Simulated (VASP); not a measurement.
# A VASP study of MgB2 (LDA): structure first, properties next, part 4 of 5

Aim: relax MgB2, then compute properties on the relaxed cell. Left out of this account: 1 further run (relaxation: a spoilt try). The start is a cell from a database of measured crystal structures.

VASP 6.6.1; LDA; plane waves and PAW (Mg, B).

So far. Step 6 (Total and projected DOS (LDA)): The finer mesh and the other smearing move the Fermi level by -0.12 eV from the 10×10×8 run, one measure of the sampling error in the zero of the bands above. Of the states within 0.3 eV of the Fermi level, the largest shares in the PAW spheres are B p 47 %. The rest lies in smaller channels or between the spheres. Step 7 (Vibrations at Γ (LDA)): The three acoustic modes lie within 0.3 cm⁻¹ of zero, and all others are real.

### 8. Volume scan with LDA, volume scale 0.94

An equation of state needs energies on both sides of the minimum, all on one mesh and cutoff.

Contents of INCAR:

```
SYSTEM = MgB2
PREC = Accurate
ENCUT = 420
EDIFF = 1E-06
NELM = 100
ISMEAR = 0
SIGMA = 0.05
LREAL = .FALSE.
ALGO = Normal
GGA = CA
NBANDS = 10
LORBIT = 11
LWAVE = .FALSE.
LCHARG = .FALSE.
KPAR = 2
ISIF = 2
```

Contents of POSCAR:

```
MgB2
1.0
    2.9788101200      0.0000000000      0.0000000000
   -1.4894050600      2.5797252370      0.0000000000
    0.0000000000      0.0000000000      3.3574820016
Mg B
1 2
Direct
    0.0000000000      0.0000000000      0.0000000000
    0.3333333333      0.6666666667      0.5000000000
    0.6666666667      0.3333333333      0.5000000000
```

Contents of KPOINTS:

```
Automatic mesh
0
Gamma
10 10 8
0 0 0
```

Potentials, in the order of the species: Mg and B (LDA family, release 64).

Run with:

```console
> mpirun -np 2 vasp_std
```

Log:

```text
[... set-up lines as in an earlier step ...]
 entering main loop
       N       E                     dE             d eps       ncg     rms          rms(c)
DAV:   1    -0.193720767253E+01   -0.19372E+01   -0.36525E+03  1560   0.575E+02
DAV:   2    -0.189851738732E+02   -0.17048E+02   -0.15584E+02  1916   0.984E+01
DAV:   3    -0.192991213535E+02   -0.31395E+00   -0.31077E+00  1750   0.116E+01
DAV:   4    -0.192997750290E+02   -0.65368E-03   -0.65363E-03  1798   0.556E-01
DAV:   5    -0.192997765896E+02   -0.15606E-05   -0.15607E-05  1786   0.250E-02    0.560E+00
DAV:   6    -0.175539822204E+02    0.17458E+01   -0.23487E+00  1514   0.774E+00    0.255E+00
DAV:   7    -0.172356003184E+02    0.31838E+00   -0.12684E+00  1578   0.566E+00    0.694E-01
DAV:   8    -0.172359901589E+02   -0.38984E-03   -0.10124E-01  1530   0.189E+00    0.351E-01
DAV:   9    -0.172287752831E+02    0.72149E-02   -0.15653E-02  1534   0.620E-01    0.736E-02
DAV:  10    -0.172285217473E+02    0.25354E-03   -0.14981E-03  1698   0.216E-01    0.193E-02
DAV:  11    -0.172285169436E+02    0.48036E-05   -0.37730E-05  1634   0.434E-02    0.267E-03
DAV:  12    -0.172285169853E+02   -0.41660E-07   -0.18811E-07  1164   0.310E-03
   1 F= -.17228517E+02 E0= -.17228127E+02  d E =-.779601E-03
```

It took 13 s on 2 MPI ranks of AMD EPYC 7R43, shared host; peak memory 0.19 GiB; 24 s of CPU time.

From OUTCAR (step 8):

```text
   ENCUT  =  420.0 eV  30.87 Ry    5.56 a.u.   4.98  4.98  5.61*2*pi/ulx,y,z

   NELECT =       8.0000    total number of electrons

 E-fermi :   6.1680

 k-point     1 :       0.0000    0.0000    0.0000
  band No.  band energies     occupation
      1      -6.8914      2.00000
      2       3.0797      2.00000
      3       6.4840      0.00000
      4       6.4840      0.00000
      5       8.2479      0.00000
      6      12.7724      0.00000
      7      12.7724      0.00000
    ...

  Total        2.0923072      2.0923072      1.3981872     -0.0000000     -0.0000000      0.0000000
  in kB      129.9289935    129.9289935     86.8252305     -0.0000000     -0.0000000      0.0000000
  external PRESSURE =     115.5610725 kB  Pullay stress =       0.0000000 kB

 POSITION                                       TOTAL-FORCE (eV/Angst)
 -----------------------------------------------------------------------------------
      0.00000      0.00000      0.00000         0.000000      0.000000     -0.000000
     -0.00000      1.71982      1.67874         0.000000     -0.000000      0.000000
      1.48941      0.85991      1.67874        -0.000000      0.000000     -0.000000
 -----------------------------------------------------------------------------------
    total drift:                                0.000000     -0.000000     -0.000000

  FREE ENERGIE OF THE ION-ELECTRON SYSTEM (eV)
  ---------------------------------------------------
  free  energy   TOTEN  =       -17.2285169853 eV

  energy  without entropy=      -17.2277373841  energy(sigma->0) =      -17.22812718

[... 3 parts as in an earlier step ...]

[... 13 further parts left out ...]
```

The scan keeps the cell's shape and the fractional positions fixed.

Numbers from this step:

- SCF cycles: 12
- irreducible k-points: 70
- free energy (TOTEN): -17.23 eV
- energy at zero smearing: -17.23 eV
- Fermi energy: 6.168 eV
- pressure: 11.56 GPa

The pressure here is 11.56 GPa.

### 9. Volume scan with LDA, volume scale 0.96

INCAR is that of step 8.

Contents of POSCAR:

```
MgB2
1.0
    2.9997883472      0.0000000000      0.0000000000
   -1.4998941737      2.5978929147      0.0000000000
    0.0000000000      0.0000000000      3.3811270201
Mg B
1 2
Direct
    0.0000000000      0.0000000000      0.0000000000
    0.3333333333      0.6666666667      0.5000000000
    0.6666666667      0.3333333333      0.5000000000
```

KPOINTS is that of step 8.

Run with:

```console
> mpirun -np 2 vasp_std
```

Log:

```text
[... set-up lines as in an earlier step ...]
 entering main loop
       N       E                     dE             d eps       ncg     rms          rms(c)
DAV:   1    -0.166229791330E+01   -0.16623E+01   -0.34529E+03  1512   0.564E+02
DAV:   2    -0.189145163667E+02   -0.17252E+02   -0.16269E+02  1904   0.101E+02
DAV:   3    -0.192725618523E+02   -0.35805E+00   -0.35728E+00  1810   0.123E+01
DAV:   4    -0.192732387073E+02   -0.67686E-03   -0.67680E-03  1860   0.568E-01
DAV:   5    -0.192732400875E+02   -0.13801E-05   -0.13797E-05  1676   0.244E-02    0.550E+00
DAV:   6    -0.175765186242E+02    0.16967E+01   -0.22983E+00  1506   0.759E+00    0.250E+00
DAV:   7    -0.172675876212E+02    0.30893E+00   -0.12352E+00  1590   0.554E+00    0.677E-01
DAV:   8    -0.172677481429E+02   -0.16052E-03   -0.96511E-02  1516   0.184E+00    0.330E-01
DAV:   9    -0.172610903109E+02    0.66578E-02   -0.15261E-02  1546   0.608E-01    0.652E-02
DAV:  10    -0.172609075152E+02    0.18280E-03   -0.13808E-03  1696   0.208E-01    0.199E-02
DAV:  11    -0.172609000044E+02    0.75108E-05   -0.41965E-05  1590   0.445E-02    0.254E-03
DAV:  12    -0.172609000688E+02   -0.64390E-07   -0.33545E-07  1180   0.415E-03
   1 F= -.17260900E+02 E0= -.17260565E+02  d E =-.669595E-03
```

Elapsed: 14 s, on 2 MPI ranks; peak memory 0.19 GiB.

From OUTCAR (step 9):

```text
   ENCUT  =  420.0 eV  30.87 Ry    5.56 a.u.   5.01  5.01  5.65*2*pi/ulx,y,z

   NELECT =       8.0000    total number of electrons

 E-fermi :   6.0027

 k-point     1 :       0.0000    0.0000    0.0000
  band No.  band energies     occupation
      1      -6.9244      2.00000
      2       2.9578      2.00000
      3       6.3071      0.00000
      4       6.3071      0.00000
      5       8.0334      0.00000
      6      12.5118      0.00000
      7      12.5118      0.00000
    ...

  Total        1.3569286      1.3569286      0.9064994     -0.0000000     -0.0000000      0.0000000
  in kB       82.5076553     82.5076553     55.1194322     -0.0000000     -0.0000000      0.0000000
  external PRESSURE =      73.3782476 kB  Pullay stress =       0.0000000 kB

 POSITION                                       TOTAL-FORCE (eV/Angst)
 -----------------------------------------------------------------------------------
      0.00000      0.00000      0.00000         0.000000      0.000000     -0.000000
     -0.00000      1.73193      1.69056         0.000000     -0.000000      0.000000
      1.49989      0.86596      1.69056        -0.000000      0.000000     -0.000000
 -----------------------------------------------------------------------------------
    total drift:                                0.000000     -0.000000     -0.000000

  FREE ENERGIE OF THE ION-ELECTRON SYSTEM (eV)
  ---------------------------------------------------
  free  energy   TOTEN  =       -17.2609000688 eV

  energy  without entropy=      -17.2602304739  energy(sigma->0) =      -17.26056527

[... 3 parts as in an earlier step ...]

[... 13 further parts left out ...]
```

This step gave:

```
free energy (TOTEN)     : -17.26 eV
energy at zero smearing : -17.26 eV
Fermi energy            : 6.003 eV
pressure                : 7.338 GPa
```

The pressure falls from 11.56 to 7.34 GPa.

The run ends at a pressure of 7.34 GPa.

### 10. Volume scan with LDA, volume scale 0.98

INCAR is that of step 9.

Contents of POSCAR:

```
MgB2
1.0
    3.0204771965      0.0000000000      0.0000000000
   -1.5102385983      2.6158099838      0.0000000000
    0.0000000000      0.0000000000      3.4044458743
Mg B
1 2
Direct
    0.0000000000      0.0000000000      0.0000000000
    0.3333333333      0.6666666667      0.5000000000
    0.6666666667      0.3333333333      0.5000000000
```

KPOINTS is that of step 9.

Run with:

```console
> mpirun -np 2 vasp_std
```

Log:

```text
[... set-up lines as in an earlier step ...]
 entering main loop
       N       E                     dE             d eps       ncg     rms          rms(c)
DAV:   1    -0.313820874356E+01   -0.31382E+01   -0.34893E+03  1608   0.563E+02
DAV:   2    -0.189426261375E+02   -0.15804E+02   -0.14888E+02  1866   0.966E+01
DAV:   3    -0.192355449670E+02   -0.29292E+00   -0.29239E+00  1750   0.112E+01
DAV:   4    -0.192361116958E+02   -0.56673E-03   -0.56668E-03  1766   0.541E-01
[...]
DAV:  10    -0.172794798646E+02    0.12240E-03   -0.11999E-03  1732   0.196E-01    0.203E-02
DAV:  11    -0.172794704127E+02    0.94519E-05   -0.49713E-05  1564   0.453E-02    0.230E-03
DAV:  12    -0.172794704808E+02   -0.68122E-07   -0.72633E-07  1178   0.561E-03
   1 F= -.17279470E+02 E0= -.17279175E+02  d E =-.591112E-03
```

It took 14 s on 2 MPI ranks; peak memory 0.19 GiB; 26 s of CPU time.

OUTCAR, selected parts (step 10):

```text
  Total        0.6565217      0.6565217      0.4466327     -0.0000000      0.0000000     -0.0000000
  in kB       39.1049295     39.1049295     26.6031381     -0.0000000      0.0000000     -0.0000000
  external PRESSURE =      34.9376657 kB  Pullay stress =       0.0000000 kB

 POSITION                                       TOTAL-FORCE (eV/Angst)
 -----------------------------------------------------------------------------------
      0.00000      0.00000      0.00000        -0.000000      0.000000     -0.000000
     -0.00000      1.74387      1.70222         0.000000     -0.000000      0.000000
      1.51024      0.87194      1.70222        -0.000000      0.000000     -0.000000
 -----------------------------------------------------------------------------------
    total drift:                                0.000000     -0.000000     -0.000000

  FREE ENERGIE OF THE ION-ELECTRON SYSTEM (eV)
  ---------------------------------------------------
  free  energy   TOTEN  =       -17.2794704808 eV

  energy  without entropy=      -17.2788793693  energy(sigma->0) =      -17.27917493

[... 1 part as in an earlier step ...]

[... 2 further parts left out ...]
[key lines of the parts left out:]
E-fermi :   5.8440
```

The pressure falls from 7.34 to 3.49 GPa.

The run ends at a pressure of 3.49 GPa.

### 11. Volume scan with LDA, volume scale 1

INCAR is that of step 10.

Contents of POSCAR:

```
MgB2
1.0
    3.0408864453      0.0000000000      0.0000000000
   -1.5204432227      2.6334849117      0.0000000000
    0.0000000000      0.0000000000      3.4274495848
Mg B
1 2
Direct
    0.0000000000      0.0000000000      0.0000000000
    0.3333333333      0.6666666667      0.5000000000
    0.6666666667      0.3333333333      0.5000000000
```

KPOINTS is that of step 10.

Run with:

```console
> mpirun -np 2 vasp_std
```

Log:

```text
[... set-up lines as in an earlier step ...]
 entering main loop
       N       E                     dE             d eps       ncg     rms          rms(c)
[... 12 cycles as in an earlier step ...]
   1 F= -.17285455E+02 E0= -.17285176E+02  d E =-.556916E-03
```

Wall time 17 s (2 MPI ranks); peak memory 0.18 GiB.

OUTCAR, selected parts (step 11):

```text
[... 6 parts as in an earlier step ...]

[... 1 further part left out ...]
[key lines of the parts left out:]
E-fermi :   5.6920
```

The pressure falls from 3.49 to -0.01 GPa.

The run ends at a pressure of -0.01 GPa.

### 12. Volume scan with LDA, volume scale 1.02

INCAR is that of step 11.

Contents of POSCAR:

```
MgB2
1.0
    3.0610253530      0.0000000000      0.0000000000
   -1.5305126766      2.6509257174      0.0000000000
    0.0000000000      0.0000000000      3.4501485879
Mg B
1 2
Direct
    0.0000000000      0.0000000000      0.0000000000
    0.3333333333      0.6666666667      0.5000000000
    0.6666666667      0.3333333333      0.5000000000
```

KPOINTS is that of step 11.

Run with:

```console
> mpirun -np 2 vasp_std
```

Log:

```text
[... set-up lines as in an earlier step ...]
 entering main loop
       N       E                     dE             d eps       ncg     rms          rms(c)
DAV:   1    -0.215275491589E+01   -0.21528E+01   -0.34510E+03  1552   0.561E+02
DAV:   2    -0.187786972055E+02   -0.16626E+02   -0.15542E+02  1822   0.949E+01
DAV:   3    -0.191332686209E+02   -0.35457E+00   -0.35276E+00  1804   0.119E+01
DAV:   4    -0.191340850804E+02   -0.81646E-03   -0.81639E-03  1846   0.561E-01
[...]
DAV:  10    -0.172799763287E+02    0.44277E-04   -0.10702E-03  1774   0.185E-01    0.237E-02
DAV:  11    -0.172799561367E+02    0.20192E-04   -0.85289E-05  1582   0.528E-02    0.261E-03
DAV:  12    -0.172799562286E+02   -0.91823E-07   -0.10683E-06  1404   0.764E-03
   1 F= -.17279956E+02 E0= -.17279670E+02  d E =-.573452E-03
```

Elapsed: 15 s, on 2 MPI ranks; peak memory 0.19 GiB; 27 s of CPU time.

Parts of OUTCAR (step 12):

```text
  Total       -0.6460162     -0.6460162     -0.3902045      0.0000000     -0.0000000      0.0000000
  in kB      -36.9701908    -36.9701908    -22.3306090      0.0000000     -0.0000000      0.0000000
  external PRESSURE =     -32.0903302 kB  Pullay stress =       0.0000000 kB

 POSITION                                       TOTAL-FORCE (eV/Angst)
 -----------------------------------------------------------------------------------
      0.00000      0.00000      0.00000         0.000000      0.000000     -0.000000
     -0.00000      1.76728      1.72507         0.000000      0.000000      0.000000
      1.53051      0.88364      1.72507        -0.000000      0.000000     -0.000000
 -----------------------------------------------------------------------------------
    total drift:                                0.000000     -0.000000     -0.000000

  FREE ENERGIE OF THE ION-ELECTRON SYSTEM (eV)
  ---------------------------------------------------
  free  energy   TOTEN  =       -17.2799562286 eV

  energy  without entropy=      -17.2793827766  energy(sigma->0) =      -17.27966950

[... 1 part as in an earlier step ...]

[... 2 further parts left out ...]
[key lines of the parts left out:]
E-fermi :   5.5456
```

The pressure falls from -0.01 to -3.21 GPa.

The run ends at a pressure of -3.21 GPa.

### 13. Volume scan with LDA, volume scale 1.04

INCAR is that of step 12.

Contents of POSCAR:

```
MgB2
1.0
    3.0809026980      0.0000000000      0.0000000000
   -1.5404513491      2.6681400031      0.0000000000
    0.0000000000      0.0000000000      3.4725527780
Mg B
1 2
Direct
    0.0000000000      0.0000000000      0.0000000000
    0.3333333333      0.6666666667      0.5000000000
    0.6666666667      0.3333333333      0.5000000000
```

KPOINTS is that of step 12.

Run with:

```console
> mpirun -np 2 vasp_std
```

Log:

```text
[... set-up lines as in an earlier step ...]
 entering main loop
       N       E                     dE             d eps       ncg     rms          rms(c)
DAV:   1    -0.733392151914E+00   -0.73339E+00   -0.34787E+03  1504   0.563E+02
DAV:   2    -0.186390319419E+02   -0.17906E+02   -0.16305E+02  1924   0.976E+01
DAV:   3    -0.190699903602E+02   -0.43096E+00   -0.42931E+00  1836   0.132E+01
DAV:   4    -0.190709203220E+02   -0.92996E-03   -0.92987E-03  1800   0.637E-01
[...]
DAV:  10    -0.172640182118E+02    0.26949E-04   -0.10151E-03  1776   0.181E-01    0.250E-02
DAV:  11    -0.172639936816E+02    0.24530E-04   -0.98913E-05  1594   0.551E-02    0.257E-03
DAV:  12    -0.172639937878E+02   -0.10628E-06   -0.12431E-06  1492   0.830E-03
   1 F= -.17263994E+02 E0= -.17263681E+02  d E =-.625424E-03
```

Elapsed: 26 s, on 2 MPI ranks; peak memory 0.18 GiB; 50 s of CPU time.

Parts of OUTCAR (step 13):

```text
  Total       -1.2492760     -1.2492760     -0.7743818      0.0000000      0.0000000      0.0000000
  in kB      -70.1186490    -70.1186490    -43.4640592      0.0000000      0.0000000      0.0000000
  external PRESSURE =     -61.2337857 kB  Pullay stress =       0.0000000 kB

 POSITION                                       TOTAL-FORCE (eV/Angst)
 -----------------------------------------------------------------------------------
      0.00000      0.00000      0.00000         0.000000      0.000000      0.000000
     -0.00000      1.77876      1.73628        -0.000000      0.000000      0.000000
      1.54045      0.88938      1.73628         0.000000     -0.000000     -0.000000
 -----------------------------------------------------------------------------------
    total drift:                                0.000000     -0.000000      0.000000

  FREE ENERGIE OF THE ION-ELECTRON SYSTEM (eV)
  ---------------------------------------------------
  free  energy   TOTEN  =       -17.2639937878 eV

  energy  without entropy=      -17.2633683640  energy(sigma->0) =      -17.26368108

[... 1 part as in an earlier step ...]

[... 2 further parts left out ...]
[key lines of the parts left out:]
E-fermi :   5.4037
```

The pressure falls from -3.21 to -6.12 GPa.

The run ends at a pressure of -6.12 GPa.

### 14. Volume scan with LDA, volume scale 1.06

INCAR is that of step 13.

Contents of POSCAR:

```
MgB2
1.0
    3.1005268112      0.0000000000      0.0000000000
   -1.5502634056      2.6851349836      0.0000000000
    0.0000000000      0.0000000000      3.4946715449
Mg B
1 2
Direct
    0.0000000000      0.0000000000      0.0000000000
    0.3333333333      0.6666666667      0.5000000000
    0.6666666667      0.3333333333      0.5000000000
```

KPOINTS is that of step 13.

Run with:

```console
> mpirun -np 2 vasp_std
```

Log:

```text
[... set-up lines as in an earlier step ...]
 entering main loop
       N       E                     dE             d eps       ncg     rms          rms(c)
DAV:   1    -0.176514837955E+01   -0.17651E+01   -0.33647E+03  1528   0.551E+02
DAV:   2    -0.186347585111E+02   -0.16870E+02   -0.16186E+02  1928   0.975E+01
DAV:   3    -0.189999270161E+02   -0.36517E+00   -0.36417E+00  1822   0.121E+01
DAV:   4    -0.190006750297E+02   -0.74801E-03   -0.74788E-03  1860   0.590E-01
[...]
DAV:  10    -0.172385131806E+02    0.18034E-04   -0.10008E-03  1756   0.180E-01    0.254E-02
DAV:  11    -0.172384876592E+02    0.25521E-04   -0.98793E-05  1588   0.543E-02    0.271E-03
DAV:  12    -0.172384877519E+02   -0.92684E-07   -0.12560E-06  1524   0.843E-03
   1 F= -.17238488E+02 E0= -.17238143E+02  d E =-.689964E-03
```

The job ended after 21 s (2 MPI ranks; peak memory 0.2 GiB; 40 s of CPU time).

Parts of OUTCAR (step 14):

```text
  Total       -1.8220443     -1.8220443     -1.1390891      0.0000000      0.0000000      0.0000000
  in kB     -100.3370984   -100.3370984    -62.7278381      0.0000000      0.0000000      0.0000000
  external PRESSURE =     -87.8006783 kB  Pullay stress =       0.0000000 kB

 POSITION                                       TOTAL-FORCE (eV/Angst)
 -----------------------------------------------------------------------------------
      0.00000      0.00000      0.00000         0.000000      0.000000      0.000000
     -0.00000      1.79009      1.74734        -0.000000      0.000000      0.000000
      1.55026      0.89504      1.74734         0.000000     -0.000000     -0.000000
 -----------------------------------------------------------------------------------
    total drift:                                0.000000     -0.000000      0.000000

  FREE ENERGIE OF THE ION-ELECTRON SYSTEM (eV)
  ---------------------------------------------------
  free  energy   TOTEN  =       -17.2384877519 eV

  energy  without entropy=      -17.2377977882  energy(sigma->0) =      -17.23814277

[... 1 part as in an earlier step ...]

[... 2 further parts left out ...]
[key lines of the parts left out:]
E-fermi :   5.2658
```

The pressure falls from -6.12 to -8.78 GPa.

The run ends at a pressure of -8.78 GPa.

### 15. Fit for LDA

This step: Birch-Murnaghan fit, LDA; plane waves and PAW (VASP 6.6.1).

This step runs nothing: it gathers the runs above.

Numbers from this step:

| Property | Result |
| --- | --- |
| pressure derivative of the bulk modulus | 3.617 |
| r.m.s. error of the fit | 1.25e-6 eV/atom |
| minimum inside the sampled range | yes |
| bulk modulus | 167.6 GPa |
| equilibrium volume of the fit | 9.150 Å³/atom |

Table of energy above the fitted minimum by volume:

```
volume (Å³/atom)  energy above the fitted minimum (eV/atom)
           8.600                                     0.0190
           8.783                                    0.00820
           8.966                                    0.00200
           9.149                                    -1.9e-6
           9.332                                    0.00183
           9.515                                    0.00716
           9.698                                     0.0157
```

The fitted volume lies +0.01 % from the relaxed one.

(Continued in part 5 of 5.)

[Lines on the potential files, build, host, timing and source positions are cut from VASP's logs without a mark.]

[Logs are printed without paths, hosts, clocks, repeated set-up lines and the standing remarks that a program may print on its own settings, such as how far it seeks lower states.]

[Hosts, paths, dates, database ids (printed as entryN), source tags and the programs' standing remarks are cut or masked in the printed files.]

[A measured line is paired with the nearest computed mode of its activity, which favours agreement.]
